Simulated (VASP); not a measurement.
# LiErTlO2 (Cm) in VASP: single point with PBE

Aim: the single point of LiErTlO2 with PBE.

Program: VASP 6.6.1. These are calculated values, not measurements. Logs are shortened: lines on timing, memory, paths and dates and some standing lists are left out, and cuts for length are marked.

**1. The undisturbed crystal**

Symmetry: Cm, No. 8, monoclinic system. Conventional cell: a = 5.907 Å, b = 3.419 Å, c = 8.676 Å, α = 90.00°, β = 102.93°, γ = 90.00°. Tl (site symmetry m) is surrounded by 1 O at 2.65 Å. Er (site symmetry m) is surrounded by 6 O at 2.18 to 2.40 Å. Around O (site symmetry m) lie 3 Li at 2.17 to 2.21 Å and 3 Er at 2.39 to 2.40 Å. Around O (site symmetry m) lie 3 Er at 2.18 Å. Li (site symmetry m) has 3 O at 2.17 to 2.21 Å as nearest neighbours.

The cell comes from a database or a generator and needn't be the stable form of this composition.

**2. Single point, PBE, collinear spin, ferromagnetic start (atoms moved at random, drawn with an rms of 0.05 Å)**

The input, INCAR:

```
ALGO = Normal
EDIFF = 1E-7
ENCUT = 520
GGA = PE
ISIF = 2
ISMEAR = -1
ISPIN = 2
LASPH = True
LCHARG = False
LMAXMIX = 6
LORBIT = 11
LREAL = False
LWAVE = False
MAGMOM = 0 3 0 0 0
NBANDS = 37
NELM = 150
PREC = Accurate
SIGMA = 0.05
```

The input, KPOINTS:

```
k-points
0
Gamma
  9 9 3
```

The input, POSCAR:

```
LiErTlO2
1.0
    2.9536964396     -1.7095143879      0.0000000000
    2.9536964396      1.7095143879      0.0000000000
   -1.9413629227      0.0000000000      8.4557198095
Tl Er O Li
1 1 2 1
Direct
    0.0246680000      0.0378130000      0.0535520000
    0.5105300000      0.5332860000      0.4828540000
    0.9001180000      0.9210940000      0.6427670000
    0.1365420000      0.1562300000      0.3686490000
    0.2709470000      0.2677330000      0.7498950000
```

Potentials or basis: VASP PAW PBE potentials, release 64 (Tl_d, Er, O, Li_sv).

On the command line:

```sh
$ cat potpaw_PBE.64/Tl_d/POTCAR potpaw_PBE.64/Er/POTCAR potpaw_PBE.64/O/POTCAR potpaw_PBE.64/Li_sv/POTCAR > POTCAR
$ mpirun -np 1 vasp_std > vasp.out
```

OUTCAR:

```text
EDIFF = 1E-7
   ENCUT = 520
   GGA = PE
   ISIF = 2
   ISMEAR = -1
   ISPIN = 2
   LASPH = True
   LORBIT = 11
   LREAL = False
   NELM = 150
   PREC = Accurate

 ion  position               nearest neighbor table
   1  0.025  0.038  0.054-   4 2.67   5 3.22   5 3.24   5 3.25
   2  0.511  0.533  0.483-   4 2.18   4 2.19   4 2.22   3 2.38   3 2.39   3 2.40   5 2.96   5 3.01
                             5 3.02
   3  0.900  0.921  0.643-   5 2.12   5 2.17   5 2.23   2 2.38   2 2.39   2 2.40
   4  0.137  0.156  0.369-   2 2.18   2 2.19   2 2.22   1 2.67
   5  0.271  0.268  0.750-   3 2.12   3 2.17   3 2.23   2 2.96   2 3.01   2 3.02   1 3.22   1 3.24
                             1 3.25

  LATTYP: Found a base centered monoclinic cell.
 ALAT       =     5.9073928792
 B/A-ratio  =     0.5787711848
 C/A-ratio  =     1.4686204976
 COS(beta)  =    -0.2237697056

  Lattice vectors:

 A1 = (   2.9536964396,  -1.7095143879,   0.0000000000)
 A2 = (   2.9536964396,   1.7095143879,   0.0000000000)
 A3 = (  -1.9413629227,   0.0000000000,   8.4557198095)

Analysis of symmetry for initial positions (statically):
=====================================================================
 Subroutine PRICEL returns:
 Original cell was already a primitive cell.

 Routine SETGRP: Setting up the symmetry group for a
 base centered monoclinic supercell.

 Subroutine GETGRP returns: Found  1 space group operations
 (whereof  1 operations were pure point group operations)
 out of a pool of  4 trial point group operations.

The static configuration has the point symmetry C_1 .

Analysis of symmetry for dynamics (positions and initial velocities):
=====================================================================
 Subroutine PRICEL returns:
 Original cell was already a primitive cell.

 Routine SETGRP: Setting up the symmetry group for a
 base centered monoclinic supercell.

 Subroutine GETGRP returns: Found  1 space group operations
 (whereof  1 operations were pure point group operations)
 out of a pool of  4 trial point group operations.

The dynamic configuration has the point symmetry C_1 .

Analysis of structural, dynamic, and magnetic symmetry:
=====================================================================
 Subroutine PRICEL returns:
 Original cell was already a primitive cell.

 Routine SETGRP: Setting up the symmetry group for a
 base centered monoclinic supercell.

 Subroutine GETGRP returns: Found  1 space group operations
 (whereof  1 operations were pure point group operations)
 out of a pool of  4 trial point group operations.

The overall configuration has the point symmetry C_1 .

 Subroutine INISYM returns: Found  1 space group operations
 (whereof  1 operations are pure point group operations),
 and found     1 'primitive' translations

----------------------------------------------------------------------------------------

                                     Primitive cell

  volume of cell :      85.3924

  direct lattice vectors                    reciprocal lattice vectors
     2.953696440 -1.709514388  0.000000000     0.169279413 -0.292480721  0.038865145
     2.953696440  1.709514388  0.000000000     0.169279413  0.292480721  0.038865145
    -1.941362923  0.000000000  8.455719809     0.000000000  0.000000000  0.118263143

  length of vectors
     3.412735281  3.412735281  8.675718270     0.340163183  0.340163183  0.118263143

  position of ions in fractional coordinates (direct lattice)
     0.024668000  0.037813000  0.053552000
     0.510530000  0.533286000  0.482854000
     0.900118000  0.921094000  0.642767000
     0.136542000  0.156230000  0.368649000
     0.270947000  0.267733000  0.749895000

  ion indices of the primitive-cell ions
   primitive index   ion index
                 1           1
                 2           2
                 3           3
                 4           4
                 5           5

----------------------------------------------------------------------------------------

 KPOINTS: k-points

Automatic generation of k-mesh.
 Grid dimensions read from file:
 generate k-points for:    9    9    3

 Generating k-lattice:

  Cartesian coordinates                     Fractional coordinates (reciprocal lattice)
     0.018808824 -0.032497858  0.004318349     0.111111111  0.000000000  0.000000000
     0.018808824  0.032497858  0.004318349     0.000000000  0.111111111  0.000000000
     0.000000000  0.000000000  0.039421048     0.000000000  0.000000000  0.333333333

  Length of vectors
     0.037795909  0.037795909  0.039421048

  Shift w.r.t. Gamma in fractional coordinates (k-lattice)
     0.000000000  0.000000000  0.000000000

 Subroutine IBZKPT returns following result:
 ===========================================

 Found    122 irreducible k-points:

 Following reciprocal coordinates:
            Coordinates               Weight
  0.000000  0.000000  0.000000      1.000000
  0.111111  0.000000  0.000000      2.000000
 -0.000000 -0.111111 -0.000000      2.000000
  0.222222  0.000000  0.000000      2.000000
 -0.000000 -0.222222  0.000000      2.000000
  0.333333  0.000000  0.000000      2.000000
[... 16 lines left out ...]
 -0.111111  0.111111  0.000000      2.000000
  0.222222  0.222222 -0.000000      2.000000
 [... further k-points ...]
   k-points           NKPTS =    122   k-points in BZ     NKDIM =    122   number of bands    NBANDS=     37
   number of dos      NEDOS =    301   number of ions     NIONS =      5
   total plane-waves  NPLWV =  54880
   dimension x,y,z NGX =    28 NGY =   28 NGZ =   70
   dimension x,y,z NGXF=    56 NGYF=   56 NGZF=  140
   ions per type =               1   1   2   1
   NGX,Y,Z   is equivalent  to a cutoff of  13.64, 13.64, 13.41 a.u.
   NGXF,Y,Z  is equivalent  to a cutoff of  27.28, 27.28, 26.83 a.u.
 SYSTEM =  unknown system
   PREC   = accura    normal or accurate (medium, high low for compatibility)
   ISTART =      0    job   : 0-new  1-cont  2-samecut
   ICHARG =      2    charge: 1-file 2-atom 10-const
   ISPIN  =      2    spin polarized calculation?
   LNONCOLLINEAR =      F non collinear calculations
   LSORBIT =      F    spin-orbit coupling
   LASPH  =      T    aspherical Exc in radial PAW
   ENCUT  =  520.0 eV  38.22 Ry    6.18 a.u.   6.35  6.35 16.13*2*pi/ulx,y,z
   NELM   =    150;   NELMIN=  2; NELMDL= -5     # of ELM steps
   EDIFF  = 0.1E-06   stopping-criterion for ELM
   LREAL  =      F    real-space projection
   EDIFFG = 0.1E-05   stopping-criterion for IOM
   NSW    =      0    number of steps for IOM
   IBRION =     -1    ionic relax: 0-MD 1-quasi-New 2-CG
   NFREE  =      0    steps in history (QN), initial steepest desc. (CG)
   ISIF   =      2    stress and relaxation
   ISYM   =      2    0-nonsym 1-usesym 2-fastsym
   POTIM  = 0.5000    time-step for ionic-motion
   TEBEG  =    0.0;   TEEND  =   0.0 temperature during run
   PSTRESS=    0.0 pullay stress
   NELECT =      50.0000    total number of electrons
   NUPDOWN=      -1.0000    fix difference up-down
   EMIN   =  10.00;   EMAX   =-10.00  energy-range for DOS
   EFERMI =   0.00;   METHOD = LEGACY
   ISMEAR =    -1;   SIGMA  =   0.05  broadening in eV -4-tet -1-fermi 0-gaus
   EFERMI_NEDOS =   21; number of points for ismear=-14 and -15
   IALGO  =     38    algorithm
   IMIX   =      4    mixing-type and parameters
     AMIX     =   0.40;   BMIX     =  1.00
     AMIX_MAG =   1.60;   BMIX_MAG =  1.00
  volume/ion in A,a.u.               =      17.08       115.25
  Fermi-wavevector in a.u.,A,eV,Ry     =   1.369594  2.588157 25.521632  1.875787
  Thomas-Fermi vector in A             =   2.495455
   LORBIT       =     11    0 simple, 1 ext, 2 COOP (PROOUT), +10 PAW based schemes
   GGA     = PE    functional components
   LHFCALC =     F    Hartree Fock is set to
   AEXX    =    0.0000 exact exchange contribution
   IVDW    =     0    specifies the selected vdW correction
   LEPSILON=     F    determine dielectric tensor
   LRPA    =     F    only Hartree local field effects (RPA)
 spin polarized calculation
  energy-cutoff  :      520.00
  volume of cell :       85.39
 maximum number of plane-waves:      2314
 NGX is ok and might be reduce to    28
   NGX = 13   NGY = 13   NGZ = 33

 number of electron      50.0000001 magnetization       2.8041630

 Free energy of the ion-electron system (eV)
  ---------------------------------------------------
  ext. energy  EPLUGINS =         0.00000000
  ---------------------------------------------------
  free energy    TOTEN  =       -29.48581269 eV

  energy without entropy =      -29.45481375  energy(sigma->0) =      -29.47031322

 E-fermi :   3.9583     XC(G=0):  -9.9034

 val. band max:        3.9582488120   @ k =  -0.1111   0.3333   0.3333
 cond. band min:       3.9611222343   @ k =   0.4444   0.1111   0.3333
 fundamental gap:      0.0028734223
 Fermi energy:         3.9583444590

 spin component 1

 k-point     1 :       0.0000    0.0000    0.0000
  band No.  band energies     occupation
      1     -45.4278      1.00000
      2     -42.6122      1.00000
      3     -19.7936      1.00000
      4     -19.1047      1.00000
      5     -19.0836      1.00000
      6     -14.3433      1.00000
[... 29 lines left out ...]
     36      13.5167      0.00000
     37      13.5838      0.00000

 k-point     2 :       0.1111    0.0000    0.0000
  band No.  band energies     occupation
      1     -45.4217      1.00000
      2     -42.6118      1.00000
      3     -19.7567      1.00000
      4     -19.2570      1.00000
      5     -19.1166      1.00000
      6     -14.1739      1.00000
[... 29 lines left out ...]
     36      12.7768      0.00000
     37      12.8663      0.00000
[... 838 lines left out ...]
     36      12.7980      0.00000
     37      13.2575      0.00000

 k-point    24 :       0.2222    0.2222   -0.0000
  band No.  band energies     occupation
      1     -45.4062      1.00000
      2     -42.6106      1.00000
      3     -19.7240      1.00000
      4     -19.5429      1.00000
      5     -19.1793      1.00000
      6     -13.8962      1.00000
[... 29 lines left out ...]
     36      12.7420      0.00000
     37      13.4076      0.00000

 [... further k-points ...]

 spin component 2

 k-point     1 :       0.0000    0.0000    0.0000
  band No.  band energies     occupation
      1     -44.1892      1.00000
      2     -42.6138      1.00000
      3     -19.0529      1.00000
      4     -18.2090      1.00000
      5     -18.2054      1.00000
      6     -14.2900      1.00000
[... 29 lines left out ...]
     36      13.5022      0.00000
     37      13.5636      0.00000

 k-point     2 :       0.1111    0.0000    0.0000
  band No.  band energies     occupation
      1     -44.1824      1.00000
      2     -42.6133      1.00000
      3     -19.0098      1.00000
      4     -18.4056      1.00000
      5     -18.2304      1.00000
      6     -14.0934      1.00000
[... 29 lines left out ...]
     36      12.8074      0.00000
     37      13.0332      0.00000
[... 838 lines left out ...]
     36      12.9649      0.00000
     37      13.4606      0.00000

 k-point    24 :       0.2222    0.2222   -0.0000
  band No.  band energies     occupation
      1     -44.1651      1.00000
      2     -42.6122      1.00000
      3     -18.9717      1.00000
      4     -18.7419      1.00000
      5     -18.2915      1.00000
      6     -13.7974      1.00000
[... 29 lines left out ...]
     36      13.0393      0.00000
     37      13.4695      0.00000

 [... further k-points ...]

------------------------ aborting loop because EDIFF is reached ----------------------------------------

  FORCE on cell =-STRESS in cart. coord.  units (eV):
  Direction    XX          YY          ZZ          XY          YZ          ZX
  --------------------------------------------------------------------------------------
  -------------------------------------------------------------------------------------
  Total        0.6395838      1.1985832     -0.3661635      0.1709757      0.0845054     -0.2780156
  in kB       12.0002098     22.4884531     -6.8701538      3.2079363      1.5855359     -5.2162758
  external PRESSURE =       9.2061697 kB  Pullay stress =       0.0000000 kB

 VOLUME and BASIS-vectors are now :
 -----------------------------------------------------------------------------
  energy-cutoff  :      520.00
  volume of cell :       85.39
      direct lattice vectors                 reciprocal lattice vectors
     2.953696440 -1.709514388  0.000000000     0.169279413 -0.292480721  0.038865145
     2.953696440  1.709514388  0.000000000     0.169279413  0.292480721  0.038865145
    -1.941362923  0.000000000  8.455719809     0.000000000  0.000000000  0.118263143

 POSITION                                       TOTAL-FORCE (eV/Angst)
 -----------------------------------------------------------------------------------
      0.08059      0.02247      0.45282         0.025402     -0.000992      0.326081
      2.14572      0.03890      4.08288        -0.159432     -0.075547     -0.292928
      4.13146      0.03586      5.43506        -0.091730      0.022294      0.547506
      0.14908      0.03366      3.11719         0.186626      0.016987     -0.500108
      0.13528     -0.00549      6.34090         0.039134      0.037259     -0.080551
 -----------------------------------------------------------------------------------
    total drift:                                0.000632     -0.000616     -0.000502

  FREE ENERGIE OF THE ION-ELECTRON SYSTEM (eV)
  ---------------------------------------------------
  free  energy   TOTEN  =       -29.4858126892 eV

  energy  without entropy=      -29.4548137524  energy(sigma->0) =      -29.47031322

 total charge

# of ion       s       p       d       f       tot
--------------------------------------------------
    1        1.189   0.366   9.639   0.000  11.194
    2        2.077   5.853   0.523  11.170  19.623
    3        1.550   3.425   0.000   0.000   4.975
    4        1.566   3.460   0.000   0.000   5.025
    5        2.015   0.046   0.000   0.000   2.060
--------------------------------------------------
tot          8.396  13.150  10.162  11.170  42.878

 magnetization (x)

# of ion       s       p       d       f       tot
--------------------------------------------------
    1       -0.002  -0.010  -0.000   0.000  -0.013
    2        0.001  -0.020   0.021   2.757   2.759
    3        0.000   0.018   0.000   0.000   0.018
    4       -0.000   0.021   0.000   0.000   0.021
    5       -0.000  -0.000   0.000   0.000  -0.001
--------------------------------------------------
tot         -0.001   0.009   0.021   2.757   2.785
```

Run time: 57 min. Hardware: 1 thread of Intel Xeon Platinum 8488C (Sapphire Rapids), shared host; peak memory 0.76 GiB.

Results:

- Free energy: -29.4858 eV
- Largest force: 0.556 eV/Å
- Band gap on the k mesh: none (metal or under the smearing width)
- Net moment: 2.80 μB per cell
- Site moments: Tl -0.01; Er +2.76; O +0.02; Li -0.00 μB
- Valence electrons inside the program's atomic spheres: Tl 11.19; Er 19.62; O 4.97, 5.03; Li 2.06

Forces on the atoms (eV/Å):
```
Tl   0.025 -0.001  0.326
Er  -0.159 -0.076 -0.293
O   -0.092  0.022  0.548
O    0.187  0.017 -0.500
Li   0.039  0.037 -0.081
```

Caveat: the cutoff is under 1.25 times the usual one of these potentials, so pressure, stress and relaxed cells hold a basis-set (Pulay) error; the magnetic or orbital state may not be the lowest; without U or exact exchange the open f shell lies at the Fermi level, which spoils levels, moments and volumes. The state reached can hang on the start; a lower one may exist.
